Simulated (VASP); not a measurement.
Here is the system:

```yaml
crystal:
  lattice:
    - [-1.86163, 1.86163, 1.86163]
    - [1.86163, -1.86163, 1.86163]
    - [1.86163, 1.86163, -1.86163]
  atoms:
    - { symbol: In, position: [0.00000, 0.00000, 0.00000] }
```

All values below come from PBEsol GGA, VASP's PBE PAW potentials (set 64) (plane waves; VASP). Run with 400 eV cut-off, 15×15×15 Γ-centred mesh, tetrahedra with Blöchl corrections, potentials In_d.

Unless said otherwise, spin-orbit coupling is left out, though it shifts the bands of the heavy elements here.

Problem. Estimate the energy per atom (σ→0), band gap (on the k-mesh) with the smallest direct gap where there is one.

Solution. 
```yaml
band gap (on the k-mesh): none (metal, semimetal or under 0.01 eV)
energy per atom (σ→0): -2.970 eV/atom
```

Total energies compare only between runs with the same potentials, cut-off and functional.

The structure was generated: In was put into the bcc type (Im-3m), which need not be its known phase. It was relaxed first.
